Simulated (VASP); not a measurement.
Input:

```xyz
5
Lattice="5.6258 0.0000 0.0000 0.0000 5.6258 0.0000 0.0000 0.0000 5.6258" Properties=species:S:1:pos:R:3 pbc="T T T"
Cs     0.0000     0.0000     0.0000
Pb     2.8129     2.8129     2.8129
Cl     2.8129     0.0000     2.8129
Cl     0.0000     2.8129     2.8129
Cl     2.8129     2.8129     0.0000
```

The numbers are results of PBE GGA with D3 dispersion (zero damping), VASP's PBE PAW potentials (set 64) (plane waves; VASP), not measurements. Settings: 520 eV cut-off, 4×4×4 Γ-centred mesh, Gaussian smearing of 0.050 eV, potentials Cs_sv Pb_d Cl.

Unless said otherwise, spin-orbit coupling is left out, though it shifts the bands of the heavy elements here.

Q: Estimate the energy per atom (σ→0), band gap (on the k-mesh) with the smallest direct gap where there is one.

A: 
The band gap (on the k-mesh) is 1.98 eV. The smallest direct gap (on the k-mesh) is 1.98 eV and the energy per atom (σ→0) is -3.707 eV/atom.

The absolute energy has meaning only against runs of the same code, potentials and settings.

The compound is CsPbCl3 in the cubic perovskite structure, the ideal cubic form; the compound distorts at low or room temperature. This cell is one point of a volume scan, at 0.97 of the reference volume.
